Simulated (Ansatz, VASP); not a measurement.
# PtSe2 (Sudovikovite) in two plane-wave programs, part 2 of 2

Aim: how closely do two programs agree when they are given the same cell, functional and k mesh? The cell is taken from a series of runs on this material, whose earlier steps may have relaxed, scaled, displaced or heated it; both programs get it as it stands.

VASP 6.6.1 and Ansatz 0.2.0.

So far: Set-up; VASP: relaxation of cell and atoms, PBEsol; Ansatz: relaxation of cell and atoms, PBEsol; Side by side.

## (5) VASP: relaxation of cell and atoms, PBE with D3(BJ)

Level of this step: PBE with D3(BJ); plane waves and PAW (Pt, Se) (VASP).

The relaxed volume is the usual yardstick between codes: in a stiff, nearly cubic crystal its relative difference is about their pressure difference at one cell divided by the bulk modulus.

INCAR reads:

```
SYSTEM = PtSe2
PREC = Accurate
ENCUT = 500
EDIFF = 1E-07
NELM = 120
ISMEAR = 1
SIGMA = 0.2
LREAL = .FALSE.
ALGO = Normal
GGA = PE
IVDW = 12
NBANDS = 17
LASPH = .TRUE.
LORBIT = 11
LWAVE = .FALSE.
LCHARG = .FALSE.
ISIF = 3
IBRION = 2
NSW = 80
EDIFFG = -0.005
GGA_COMPAT = .FALSE.
NELMIN = 4
KPAR = 2
```

POSCAR reads:

```
PtSe2
1.0
    3.7601350000      0.0000000000      0.0000000000
   -1.8800670000      3.2563720000      0.0000000000
    0.0000000000      0.0000000000      4.8605210000
Pt Se
1 2
Direct
    0.0000000000      0.0000000000      0.0000000000
    0.3333332959      0.6666667690      0.2609207943
    0.6666664382      0.3333332310      0.7390792057
```

KPOINTS reads:

```
Automatic mesh
0
Gamma
15 15 8
0 0 0
```

The projector-augmented-wave data sets are Pt and Se (PBE family, release 64).

Command:

```bash
$ mpirun -np 2 vasp_std
```

Numbers of over 12 decimals in the logs are rounded to 6 here.

What it wrote:

```text
[banner, memory and clock lines left out]
running    2 mpi-ranks, on    1 nodes
[...]
LDA part: xc-table for (Slater+PW92), standard interpolation
 POSCAR, INCAR and KPOINTS ok, starting setup
[...]
entering main loop
       N       E                     dE             d eps       ncg     rms          rms(c)
DAV:   1     0.109446629748E+03    0.10945E+03   -0.10028E+04  6600   0.111E+03
DAV:   2    -0.102972496809E+02   -0.11974E+03   -0.11641E+03  8265   0.217E+02
DAV:   3    -0.149088546841E+02   -0.46116E+01   -0.45707E+01  7893   0.434E+01
DAV:   4    -0.149424321317E+02   -0.33577E-01   -0.33558E-01  8446   0.400E+00
[...]
DAV:  12    -0.141942656506E+02   -0.37813E-06   -0.80795E-06  7038   0.210E-02    0.281E-03
DAV:  13    -0.141942659418E+02   -0.29115E-06   -0.75603E-07  8989   0.553E-03    0.134E-03
DAV:  14    -0.141942660148E+02   -0.73043E-07   -0.88116E-08  5457   0.226E-03
   1 F= -.15660478E+02 E0= -.15660842E+02  d E =-.156605E+02
[... from here on, the cycles between the ionic steps are left out ...]
   2 F= -.15656633E+02 E0= -.15657053E+02  d E =0.384522E-02
   3 F= -.15664004E+02 E0= -.15664392E+02  d E =-.352631E-02
   4 F= -.15664843E+02 E0= -.15665262E+02  d E =-.838869E-03
   5 F= -.15665751E+02 E0= -.15666247E+02  d E =-.174725E-02
   6 F= -.15666127E+02 E0= -.15666621E+02  d E =-.375383E-03
   7 F= -.15666294E+02 E0= -.15666784E+02  d E =-.542155E-03
   8 F= -.15666016E+02 E0= -.15666498E+02  d E =0.277175E-03
   9 F= -.15666340E+02 E0= -.15666827E+02  d E =-.459782E-04
  10 F= -.15666340E+02 E0= -.15666827E+02  d E =-.460060E-04
  11 F= -.15666340E+02 E0= -.15666827E+02  d E =-.458895E-04
  12 F= -.15666344E+02 E0= -.15666828E+02  d E =-.475599E-05
 trial-energy change:   -0.000005  1 .order   -0.000005   -0.000008   -0.000002
 step:   1.9892(harm=  1.9892)  dis= 0.00060  next Energy=   -15.666345 (dE=-0.547E-05)
 reached required accuracy - stopping structural energy minimisation
```

From OUTCAR (step 5):

```text
 Edisp (eV)   -1.47307

 Edisp (eV)   -1.47271

  Total      -0.00136    -0.00136    -0.00039    -0.00000     0.00000    -0.00000
  in kB      -0.03686    -0.03686    -0.01057    -0.00000     0.00000    -0.00000
  external pressure =       -0.03 kB  Pullay stress =        0.00 kB

 POSITION                                       TOTAL-FORCE (eV/Angst)
 -----------------------------------------------------------------------------------
      0.00000      0.00000      0.00000         0.000000     -0.000000      0.000000
      0.00000      2.17750      1.28044         0.000000      0.000000     -0.003059
      1.88577      1.08875      3.53398        -0.000000     -0.000000      0.003059
 -----------------------------------------------------------------------------------
    total drift:                                0.000313     -0.000000     -0.000000

  FREE ENERGIE OF THE ION-ELECTRON SYSTEM (eV)
  ---------------------------------------------------
  free  energy   TOTEN  =       -15.6663442924 eV

  energy  without entropy=      -15.6677967866  energy(sigma->0) =      -15.66682846

[... 2 parts as in an earlier step ...]

[... 2 further parts left out ...]
[key lines of the parts left out:]
E-fermi :   6.7117
```

## (6) Ansatz: relaxation of cell and atoms, PBE with D3(BJ)

The same cell, functional, mesh and smearing now go to Ansatz, which takes its cutoff from its data sets.

The cell is taken from a series of runs on this material, whose earlier steps may have relaxed, scaled, displaced or heated it; both programs get it as it stands.

input.yaml reads:

```yaml
crystal:
  lattice:
    - [3.7601347581, 0.0, 0.0]
    - [-1.8800673791, 3.2563722222, 0.0]
    - [0.0, 0.0, 4.8605206438]
  atoms:
    - { symbol: Pt, position: [0.0, 0.0, 0.0] }
    - { symbol: Se, position: [0.3333333333, 0.6666666667, 0.2609208144] }
    - { symbol: Se, position: [0.6666666667, 0.3333333333, 0.7390791856] }
kpoints:
  mp_grid: { grid: [15, 15, 8] }
hamiltonian:
  xc: pbe
  dispersion: d3bj
  pseudopotentials: { kind: paw, azcp: { folder: soft_1 } }
scf:
  occupations: { method: methfessel_paxton, width: 0.2 }
output:
  forces: true
  stress: true
  eigenvalues: true
relax:
  adjacent_minimum: "off"
  f_tol: 0.001
  max_steps: 60
  cell: { stress_tol: 0.01 }
```

Command:

```bash
$ ansatz run input.yaml --threads 8 --pin off --max-ram 16384MiB --backend cpu --events-out ev --progress --plain --runs-dir out
```

What it wrote:

```text
[...]
Crystal: 3 atoms, lattice volume = 59.514 Å³
Basis set: ecut = 420 eV, 1169 PW (Γ), exchange–correlation on 54×54×72 points (8 copies of the dense FFT grid, shifted against one another)
Bands: 30, of which v1, the nominal top of the filled ones, is band 25 counted from 1 (24 counted from 0)
Symmetry: 12 space group operations
[...]
k-points: 192 of 1800
[...]
--- Relaxed structure (5 steps of the walk, 4 accepted, 1 SCFs on fresh bases) ---
[...]
cell:  # Å, volume = 59.3669 Å³
    - [3.771593, 2.8955511191050377e-11, 3.811681951450057e-19]
    - [-1.885796, 3.266295, -7.623363902900051e-19]
    - [4.927152882716931e-19, -8.534079129373801e-19, 4.819082]
  atoms:
    - { symbol: Pt, position: [0, 0, 0] }
    - { symbol: Se, position: [0.333333, 0.666667, 0.265632] }
    - { symbol: Se, position: [0.666667, 0.333333, 0.734368] }
[key lines of the parts left out:]
SCF converged after 6 iterations
Free energy (F): -23465.446084 eV
Fermi energy:    13.309763 eV
P = ⅓ Tr σ = 0.0016 GPa (0.016 kbar)
```

## (7) Side by side

What differs besides the data sets and the points named for the pairs above, as far as they apply: the data sets hold 50 valence electrons in Ansatz (on its PAW soft_1 files) and 22 in VASP. Total energies have different zeros and are not compared.

Both answers:

```tsv
quantity	Ansatz	VASP	difference
volume (Å³)	59.37	59.31	+0.10 %
edge a after relaxation, in the typed setting (Å)	3.772	3.772	+0.00 %
edge c after relaxation, in the typed setting (Å)	4.819	4.814	+0.10 %
```

## (8) Summary of results

* difference in volume (relaxation of cell and atoms, PBEsol): -0.068 %
* difference in volume (relaxation of cell and atoms, PBE with D3(BJ)): 0.099 %

In words: The difference in volume is 0.099 % (relaxation of cell and atoms, PBE with D3(BJ)), within the 1.2 % picked in this series as the mark of a large difference, as far as the stopping tolerances let one tell. The data sets hold unlike numbers of valence electrons (50 in Ansatz and 22 in VASP), so part of the differences comes from the potentials. 1 further run of this series is not shown here. How closely two codes agree says nothing of how well the functional describes the real material.

[Lines on the potential files, build, host, timing and source positions are cut from VASP's logs without a mark.]

[Logs are printed without paths, hosts, clocks, repeated set-up lines and the standing remarks that a program may print on its own settings, such as how far it seeks lower states.]

[Hosts, paths, dates, database ids (printed as entryN), source tags and the programs' standing remarks are cut or masked in the printed files.]
